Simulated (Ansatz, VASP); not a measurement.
# CuF: VASP beside Ansatz, part 2 of 2

Wanted: the spread between two codes on one cell, functional and k mesh. The cell is generated by rule, not measured, and may not be a known phase. The cell is taken from a series of runs on this material, whose earlier steps may have relaxed, scaled, displaced or heated it; both programs get it as it stands.

VASP 6.6.1 and Ansatz 0.2.0.

So far. Step 3 (VASP: single point, PBEsol, pair 1): The run ends at a pressure of 0.24 GPa, with forces up to 0.24 eV/Å. Step 5 (Ansatz: single point, PBEsol, pair 2): The run ends at a pressure of 0.68 GPa, with forces up to 0.42 eV/Å.

**6. VASP: single point, PBEsol, pair 2**

Level of this step: PBEsol, no spin polarisation; plane waves and PAW (Cu, F); invented cell (VASP).

The same cell, functional, mesh and smearing now go to VASP, with its own data sets.

Input file INCAR:

```
SYSTEM = CuF
PREC = Accurate
ENCUT = 600
EDIFF = 1E-06
NELM = 120
ISMEAR = 1
SIGMA = 0.2
LREAL = .FALSE.
ALGO = Normal
GGA = PS
NBANDS = 24
LASPH = .TRUE.
LORBIT = 11
LWAVE = .FALSE.
LCHARG = .FALSE.
ISIF = 2
GGA_COMPAT = .FALSE.
KPAR = 2
```

Input file POSCAR:

```
CuF
1.0
    2.7224252891      0.0000027281      0.0000000000
   -1.3612150072      2.3576880962      0.0000000000
    0.0000000000      0.0000000000      6.4699573338
Cu F
2 2
Direct
    0.0000000000      0.0000000000      0.0000000000
    0.0000000000      0.0000000000      0.5000000000
    0.2866774858      0.5733549716      0.2500000000
    0.7133225142      0.4266450284      0.7500000000
```

Input file KPOINTS:

```
Automatic mesh
0
Gamma
15 15 8
0 0 0
```

PAW data sets: Cu and F (PBE family, release 64).

The run is started by

```bash
mpirun -np 2 vasp_std
```

Numbers of over 12 decimals in the logs are rounded to 6 here.

The program printed:

```text
[banner, memory and clock lines left out]
running    2 mpi-ranks, on    1 nodes
[...]
[... a notice as in an earlier step ...]

 LDA part: xc-table for (Slater+PW92), standard interpolation
 POSCAR, INCAR and KPOINTS ok, starting setup
[...]
entering main loop
       N       E                     dE             d eps       ncg     rms          rms(c)
DAV:   1     0.353061469767E+03    0.35306E+03   -0.19951E+04 16464   0.267E+03
DAV:   2     0.250235997340E+02   -0.32804E+03   -0.30974E+03 15712   0.466E+02
DAV:   3    -0.165554219712E+02   -0.41579E+02   -0.40218E+02 20040   0.184E+02
DAV:   4    -0.176112150828E+02   -0.10558E+01   -0.10534E+01 18464   0.307E+01
[...]
DAV:  12    -0.157029086396E+02   -0.11146E-04   -0.73925E-05 20504   0.913E-02    0.113E-02
DAV:  13    -0.157029073556E+02    0.12840E-05   -0.10844E-05 20456   0.360E-02    0.257E-03
DAV:  14    -0.157029073172E+02    0.38435E-07   -0.52113E-07  8872   0.137E-02
   1 F= -.15702907E+02 E0= -.15705822E+02  d E =0.874433E-02
```

Parts of OUTCAR (step 6):

```text
  Total        0.8203872     -0.4016716      0.1253141      0.0000012      0.0000000      0.0000000
  in kB       31.6508566    -15.4966477      4.8346651      0.0000472      0.0000000      0.0000000
  external PRESSURE =       6.9962914 kB  Pullay stress =       0.0000000 kB

 POSITION                                       TOTAL-FORCE (eV/Angst)
 -----------------------------------------------------------------------------------
      0.00000      0.00000      0.00000         0.000000     -0.000000     -0.000000
      0.00000      0.00000      3.23498         0.000000     -0.000000     -0.000000
     -0.00000      1.35179      1.61749         0.000000     -0.388210      0.000000
      1.36121      1.00590      4.85247        -0.000000      0.388210     -0.000000
 -----------------------------------------------------------------------------------
    total drift:                                0.000000     -0.000000      0.000000

  FREE ENERGIE OF THE ION-ELECTRON SYSTEM (eV)
  ---------------------------------------------------
  free  energy   TOTEN  =       -15.7029073172 eV

  energy  without entropy=      -15.7116516497  energy(sigma->0) =      -15.70582209

[... 2 parts as in an earlier step ...]

[... 1 further part left out ...]
[key lines of the parts left out:]
E-fermi :   4.8566
```

The run ends at a pressure of 0.70 GPa, with forces up to 0.39 eV/Å.

**7. Differences**

What differs besides the data sets and the points named for the pairs above, as far as they apply: the data sets hold 52 valence electrons in Ansatz (on its default PAW (the set named soft_2) files) and 36 in VASP. Total energies have different zeros and are not compared.

The two programs side by side:

```csv
quantity,Ansatz,VASP,difference
pressure (GPa),0.68,0.70,-0.02
```

Forces (eV/Å; atoms numbered as in POSCAR):

```csv
atom,"Ansatz x, y, z","VASP x, y, z"
Cu1,"0.000, 0.000, 0.000","0.000, 0.000, 0.000"
Cu2,"0.000, 0.000, 0.000","0.000, 0.000, 0.000"
F3,"0.000, -0.415, 0.000","0.000, -0.388, 0.000"
F4,"0.000, 0.415, 0.000","0.000, 0.388, 0.000"
```

The forces differ by 11 meV/Å r.m.s., which is 7.0 % of the r.m.s. force of 0.158 eV/Å (both taken over all components).

**8. Ansatz: single point, PBEsol, pair 3**

A single point gives forces, pressure and levels at one fixed geometry, so differences don't come from the geometry; what else differs is listed under the comparison.

The cell is taken from a series of runs on this material, whose earlier steps may have relaxed, scaled, displaced or heated it; both programs get it as it stands.

Input file input.yaml:

```yaml
crystal:
  lattice:
    - [2.7224252891, 2.7281e-06, 0.0]
    - [-1.3612150072, 2.3576880962, 0.0]
    - [0.0, 0.0, 6.4699573338]
  atoms:
    - { symbol: Cu, position: [0.0, 0.0, 0.0] }
    - { symbol: Cu, position: [0.0, 0.0, 0.5] }
    - { symbol: F, position: [0.2654702824, 0.5309405647, 0.25] }
    - { symbol: F, position: [0.7345297176, 0.4690594353, 0.75] }
kpoints:
  mp_grid: { grid: [15, 15, 8] }
hamiltonian:
  xc: pbesol
scf:
  occupations: { method: methfessel_paxton, width: 0.2 }
output:
  forces: true
  stress: true
  eigenvalues: true
```

The run is started by

```bash
ansatz run input.yaml --threads 4 --pin off --max-ram 7168MiB --backend cpu --events-out ev --progress --plain --runs-dir out
```

The program printed:

```text
[...]
Crystal: 4 atoms, lattice volume = 41.528 Å³
Basis set: ecut = 420 eV, 843 PW (Γ), exchange–correlation on 40×40×90 points (8 copies of the dense FFT grid, shifted against one another)
Bands: 32, of which v1, the nominal top of the filled ones, is band 26 counted from 1 (25 counted from 0)
Symmetry: 8 space group operations
[...]
k-points: 320 of 1800
[...]
k-point 0: bands = [... 22 lower, 10.2441, 10.3102, 10.3936, 10.4404, 11.3276, 14.5798, 16.6743, 23.7748, ... 2 higher]
  k-point 1: bands = [... 22 lower, 10.2814, 10.3103, 10.3893, 10.4452, 11.3444, 14.2347, 17.0509, 23.0645, ... 2 higher]
  k-point 2: bands = [... 22 lower, 10.3135, 10.3772, 10.3777, 10.4608, 11.4280, 13.5443, 17.8430, 21.9611, ... 2 higher]
  k-point 319: bands = [... 22 lower, 10.5370, 10.5370, 11.0669, 11.0669, 14.7518, 14.7518, 20.5657, 20.5657, ... 2 higher]
[key lines of the parts left out:]
SCF converged after 8 iterations
Free energy (F): -14776.010596 eV
Fermi energy:    11.349018 eV
P = ⅓ Tr σ = 1.5977 GPa (15.977 kbar)
```

The run ends at a pressure of 1.60 GPa, with forces up to 0.55 eV/Å.

**9. VASP: single point, PBEsol, pair 3**

The same cell, functional, mesh and smearing now go to VASP, with its own data sets.

INCAR is that of step 6.

POSCAR, as its differences from that of step 6:

```diff
@@ -10,3 +10,3 @@
     0.0000000000      0.0000000000      0.5000000000
-    0.2866774858      0.5733549716      0.2500000000
-    0.7133225142      0.4266450284      0.7500000000
+    0.2654702823      0.5309405647      0.2500000000
+    0.7345297176      0.4690594353      0.7500000000
```

KPOINTS is that of step 6.

The run is started by

```bash
mpirun -np 2 vasp_std
```

The program printed:

```text
[... set-up lines as in an earlier step ...]
 entering main loop
       N       E                     dE             d eps       ncg     rms          rms(c)
DAV:   1     0.353325225919E+03    0.35333E+03   -0.19960E+04 16480   0.267E+03
DAV:   2     0.243754078863E+02   -0.32895E+03   -0.31034E+03 15752   0.466E+02
DAV:   3    -0.166845543278E+02   -0.41060E+02   -0.39722E+02 19800   0.183E+02
DAV:   4    -0.177613472637E+02   -0.10768E+01   -0.10747E+01 18584   0.312E+01
[...]
DAV:  12    -0.157943501632E+02   -0.11962E-04   -0.83218E-05 16736   0.836E-02    0.111E-02
DAV:  13    -0.157943488909E+02    0.12723E-05   -0.90127E-06 18816   0.322E-02    0.268E-03
DAV:  14    -0.157943488630E+02    0.27927E-07   -0.61996E-07  8728   0.139E-02
   1 F= -.15794349E+02 E0= -.15796864E+02  d E =0.754433E-02
```

OUTCAR, selected parts (step 9):

```text
  Total        1.1806632     -0.2005464      0.3546829      0.0000014      0.0000000      0.0000000
  in kB       45.5504434     -7.7371563     13.6838040      0.0000534      0.0000000      0.0000000
  external PRESSURE =      17.1656970 kB  Pullay stress =       0.0000000 kB

 POSITION                                       TOTAL-FORCE (eV/Angst)
 -----------------------------------------------------------------------------------
      0.00000      0.00000      0.00000         0.000000      0.000000      0.000000
      0.00000      0.00000      3.23498         0.000000      0.000000      0.000000
     -0.00000      1.25179      1.61749         0.000001     -0.506250     -0.000000
      1.36121      1.10590      4.85247        -0.000001      0.506250      0.000000
 -----------------------------------------------------------------------------------
    total drift:                                0.000000      0.000000     -0.000000

  FREE ENERGIE OF THE ION-ELECTRON SYSTEM (eV)
  ---------------------------------------------------
  free  energy   TOTEN  =       -15.7943488630 eV

  energy  without entropy=      -15.8018931980  energy(sigma->0) =      -15.79686364

[... 2 parts as in an earlier step ...]

[... 1 further part left out ...]
[key lines of the parts left out:]
E-fermi :   4.9372
```

The run ends at a pressure of 1.72 GPa, with forces up to 0.51 eV/Å.

**10. Side by side**

What differs besides the data sets and the points named for the pairs above, as far as they apply: the data sets hold 52 valence electrons in Ansatz (on its default PAW (the set named soft_2) files) and 36 in VASP. Total energies have different zeros and are not compared.

Compared:

```csv
quantity,Ansatz,VASP,difference
pressure (GPa),1.60,1.72,-0.12
```

Forces (eV/Å; atoms numbered as in POSCAR):

```csv
atom,"Ansatz x, y, z","VASP x, y, z"
Cu1,"0.000, 0.000, 0.000","0.000, 0.000, 0.000"
Cu2,"0.000, 0.000, 0.000","0.000, 0.000, 0.000"
F3,"0.000, -0.551, 0.000","0.000, -0.506, 0.000"
F4,"0.000, 0.551, 0.000","0.000, 0.506, 0.000"
```

The forces differ by 18 meV/Å r.m.s., which is 8.8 % of the r.m.s. force of 0.207 eV/Å (both taken over all components).

**11. Other set-ups**

Further runs change the set-up of one program: Ansatz's method, potentials or start, or VASP's data sets, cutoff or form of LDA. The table gives Ansatz less VASP for each quantity, since a change that brings one quantity closer may part another.

```csv
run,r.m.s. force difference (meV/Å),pressure (GPa)
as above,18,-0.12
VASP with the data sets Cu_sv_GW and F and a cutoff of 700 eV,4.9,3.1
```

**12. What came out**

| Quantity | Value |
| --- | --- |
| r.m.s. force difference (single point, PBEsol, pair 1) | 6.3 meV/Å |
| r.m.s. force difference (single point, PBEsol, pair 2) | 11 meV/Å |
| r.m.s. force difference (single point, PBEsol, pair 3) | 8.8 % of the r.m.s. force |

The r.m.s. force difference is 8.8 % of the r.m.s. force (single point, PBEsol, pair 3), beyond the 3 % picked in this series as the mark of a large difference. The data sets hold unlike numbers of valence electrons (52 in Ansatz and 36 in VASP), so part of the differences comes from the potentials. Single point, PBEsol, pair 3, VASP with the data sets Cu_sv_GW and F and a cutoff of 700 eV: r.m.s. force difference goes from 18 to 4.9 meV/Å; the difference in pressure goes from -0.12 to 3.1 GPa. 5 further runs of this series are not shown here. How closely two codes agree says nothing of how well the functional describes the real material.

[Lines on the potential files, build, host, timing and source positions are cut from VASP's logs without a mark.]

[Logs are printed without paths, hosts, clocks, repeated set-up lines and the standing remarks that a program may print on its own settings, such as how far it seeks lower states.]

[Hosts, paths, dates, database ids (printed as entryN), source tags and the programs' standing remarks are cut or masked in the printed files.]
